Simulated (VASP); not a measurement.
These are PBEsol GGA, VASP's PBE PAW potentials (set 64) (plane waves; VASP) values and carry that method's errors.

A VASP calculation is set up with these files.

### INCAR
```
SYSTEM = WSb
PREC = Accurate; ENCUT = 400; LREAL = .False.
LASPH = .True.
EDIFF = 1E-7; NELM = 100; ALGO = Normal
LMAXMIX = 6
ISMEAR = -5
GGA = PS
ISIF = 2
LWAVE = .False.; LCHARG = .True.; LORBIT = 11
NEDOS = 601
LEFG = .True.
```

File POSCAR:
```
WSb
1
    3.0924265980     0.0000000000     0.0000000000
   -1.5462132990     2.6781200559     0.0000000000
    0.0000000000     0.0000000000     9.5839753271
W Sb
2 2
Direct
  0.3333330000   0.6666670000   0.0467654045
  0.6666670000   0.3333330000   0.5467654045
  0.3333330000   0.6666670000   0.3282345955
  0.6666670000   0.3333330000   0.8282345955
```

**KPOINTS**
```
Automatic mesh
0
Gamma
13 13 4
0 0 0
```

POTCAR, in this order: W_sv Sb (PBE.64 set). Program: vasp_std.

The resulting files:

File OUTCAR:
```
 ion  position               nearest neighbor table
   1  0.333  0.667  0.047-   3 2.70   4 2.75   4 2.75   4 2.75
   2  0.667  0.333  0.547-   4 2.70   3 2.75   3 2.75   3 2.75
   3  0.333  0.667  0.328-   1 2.70   2 2.75   2 2.75   2 2.75
   4  0.667  0.333  0.828-   2 2.70   1 2.75   1 2.75   1 2.75
  LATTYP: Found a hexagonal cell.
 ALAT       =     3.0924265980
 C/A-ratio  =     3.0991763340
 Subroutine PRICEL returns:
 Original cell was already a primitive cell.
 Subroutine GETGRP returns: Found 12 space group operations
The static configuration has the point symmetry C_3v.
 The point group associated with its full space group is C_6v.
The dynamic configuration has the point symmetry C_3v.
 Subroutine INISYM returns: Found 12 space group operations
 Subroutine IBZKPT returns following result:
 Found     63 irreducible k-points:

 Following reciprocal coordinates:
            Coordinates               Weight
  0.000000  0.000000  0.000000      1.000000
  0.076923 -0.000000  0.000000      6.000000
  0.153846 -0.000000  0.000000      6.000000
  0.230769  0.000000  0.000000      6.000000
  0.307692 -0.000000  0.000000      6.000000
  0.384615 -0.000000  0.000000      6.000000
  0.461538 -0.000000  0.000000      6.000000
  0.076923  0.076923  0.000000      6.000000
  0.153846  0.076923  0.000000     12.000000
  0.230769  0.076923  0.000000     12.000000
  0.307692  0.076923  0.000000     12.000000
  0.384615  0.076923  0.000000     12.000000
  0.461538  0.076923  0.000000      6.000000
  0.153846  0.153846  0.000000      6.000000
  0.230769  0.153846  0.000000     12.000000
  0.307692  0.153846  0.000000     12.000000
  0.384615  0.153846  0.000000     12.000000
  0.230769  0.230769  0.000000      6.000000
  0.307692  0.230769  0.000000     12.000000
  0.384615  0.230769  0.000000      6.000000
  0.307692  0.307692  0.000000      6.000000
  0.000000  0.000000  0.250000      2.000000
  0.076923 -0.000000  0.250000     12.000000
  0.153846 -0.000000  0.250000     12.000000
  0.230769  0.000000  0.250000     12.000000
  0.307692 -0.000000  0.250000     12.000000
  0.384615 -0.000000  0.250000     12.000000
  0.461538 -0.000000  0.250000     12.000000
  0.076923  0.076923  0.250000     12.000000
  0.153846  0.076923  0.250000     24.000000
  0.230769  0.076923  0.250000     24.000000
  0.307692  0.076923  0.250000     24.000000
  0.384615  0.076923  0.250000     24.000000
  0.461538  0.076923  0.250000     12.000000
  0.153846  0.153846  0.250000     12.000000
  0.230769  0.153846  0.250000     24.000000
  0.307692  0.153846  0.250000     24.000000
  0.384615  0.153846  0.250000     24.000000
  0.230769  0.230769  0.250000     12.000000
  0.307692  0.230769  0.250000     24.000000
   k-points           NKPTS =     63   k-points in BZ     NKDIM =     63   number of bands    NBANDS=     23
   number of dos      NEDOS =    601   number of ions     NIONS =      4
   total plane-waves  NPLWV =  25600
   dimension x,y,z NGX =    20 NGY =   20 NGZ =   64
   dimension x,y,z NGXF=    40 NGYF=   40 NGZF=  128
   ions per type =               2   2
   PREC   = accura    normal or accurate (medium, high low for compatibility)
   ISTART =      0    job   : 0-new  1-cont  2-samecut
   ICHARG =      2    charge: 1-file 2-atom 10-const
   ISPIN  =      1    spin polarized calculation?
   LNONCOLLINEAR =      F non collinear calculations
   LSORBIT =      F    spin-orbit coupling
   INIWAV =      1    electr: 0-lowe 1-rand  2-diag
   ENCUT  =  400.0 eV  29.40 Ry    5.42 a.u.   5.04  5.04 15.63*2*pi/ulx,y,z
   NELM   =    100;   NELMIN=  2; NELMDL= -5     # of ELM steps
...
```

### OSZICAR
```
       N       E                     dE             d eps       ncg     rms          rms(c)
DAV:   1     0.351069848094E+03    0.35107E+03   -0.18541E+04  3274   0.136E+03
DAV:   2    -0.188859061969E+02   -0.36996E+03   -0.36605E+03  3404   0.421E+02
DAV:   3    -0.343652829935E+02   -0.15479E+02   -0.15031E+02  3686   0.837E+01
DAV:   4    -0.347078657398E+02   -0.34258E+00   -0.34171E+00  3663   0.136E+01
DAV:   5    -0.347150212994E+02   -0.71556E-02   -0.71532E-02  3939   0.160E+00    0.225E+01
DAV:   6    -0.335457880123E+02    0.11692E+01   -0.44790E+00  3602   0.142E+01    0.746E+00
DAV:   7    -0.332864456252E+02    0.25934E+00   -0.86456E-01  3560   0.440E+00    0.282E+00
DAV:   8    -0.332548440997E+02    0.31602E-01   -0.12981E-01  3471   0.221E+00    0.546E-01
DAV:   9    -0.332525468891E+02    0.22972E-02   -0.64744E-03  3852   0.561E-01    0.247E-01
DAV:  10    -0.332521778821E+02    0.36901E-03   -0.83027E-04  3370   0.231E-01    0.716E-02
DAV:  11    -0.332521581034E+02    0.19779E-04   -0.77465E-05  3923   0.629E-02    0.128E-02
DAV:  12    -0.332521400719E+02    0.18031E-04   -0.11944E-05  3751   0.205E-02    0.520E-03
DAV:  13    -0.332521397599E+02    0.31200E-06   -0.79887E-07  2772   0.588E-03    0.203E-03
DAV:  14    -0.332521401386E+02   -0.37869E-06   -0.85960E-08  1974   0.251E-03    0.834E-04
DAV:  15    -0.332521402778E+02   -0.13918E-06   -0.13275E-08  1785   0.955E-04    0.336E-04
DAV:  16    -0.332521403058E+02   -0.27996E-07   -0.39380E-09  1736   0.522E-04
   1 F= -.33252140E+02 E0= -.33252140E+02  d E =0.000000E+00
```

File OUTCAR:
```
------------------------ aborting loop because EDIFF is reached ----------------------------------------
  FORCE on cell =-STRESS in cart. coord.  units (eV):
  Direction    XX          YY          ZZ          XY          YZ          ZX
  --------------------------------------------------------------------------------------
  Total       -0.1740067     -0.1740067      0.4039215      0.0000000      0.0000000      0.0000000
  in kB       -3.5123787     -3.5123788      8.1532817      0.0000000      0.0000000      0.0000000
  external PRESSURE =       0.3761747 kB  Pullay stress =       0.0000000 kB
  volume of cell :       79.37
      direct lattice vectors                 reciprocal lattice vectors
     3.092426598  0.000000000  0.000000000     0.323370650  0.186698128  0.000000000
    -1.546213299  2.678120056  0.000000000     0.000000000  0.373396255  0.000000000
     0.000000000  0.000000000  9.583975327     0.000000000  0.000000000  0.104340836
 POSITION                                       TOTAL-FORCE (eV/Angst)
 -----------------------------------------------------------------------------------
     -0.00000      1.78541      0.44820        -0.000000     -0.000000      0.009385
      1.54621      0.89271      5.24019         0.000000      0.000000      0.009385
     -0.00000      1.78541      3.14579         0.000000     -0.000000     -0.009385
      1.54621      0.89271      7.93778         0.000000     -0.000000     -0.009385
 -----------------------------------------------------------------------------------
    total drift:                               -0.001852      0.001069     -0.001776
  FREE ENERGIE OF THE ION-ELECTRON SYSTEM (eV)
  ---------------------------------------------------
  free  energy   TOTEN  =       -33.2521403058 eV

  energy  without entropy=      -33.2521403058  energy(sigma->0) =      -33.25214031

 total charge

# of ion       s       p       d       tot
------------------------------------------
    1        2.333   6.223   3.328  11.883
    2        2.333   6.223   3.328  11.883
    3        1.157   1.301   0.095   2.553
    4        1.157   1.301   0.095   2.553
--------------------------------------------------
tot          6.980  15.047   6.846  28.873

 Electric field gradients after diagonalization (V/A^2)
 (convention: |V_zz| > |V_xx| > |V_yy|)
----------------------------------------------------------------------
 ion       V_xx      V_yy      V_zz     asymmetry (V_yy - V_xx)/ V_zz
----------------------------------------------------------------------
   1      -7.983    -7.978    15.961       0.000
   2      -7.983    -7.978    15.961       0.000
   3     142.330   142.329  -284.659       0.000
   4     142.330   142.329  -284.659       0.000
```
(Selected blocks of OUTCAR.)

For a metal the tetrahedron method with Blöchl corrections gives inexact stress and forces.

The structure was generated: WSb was put into the wurtzite type (P6_3mc), which need not be its known phase. It was relaxed first, which changed the volume by -53 %.
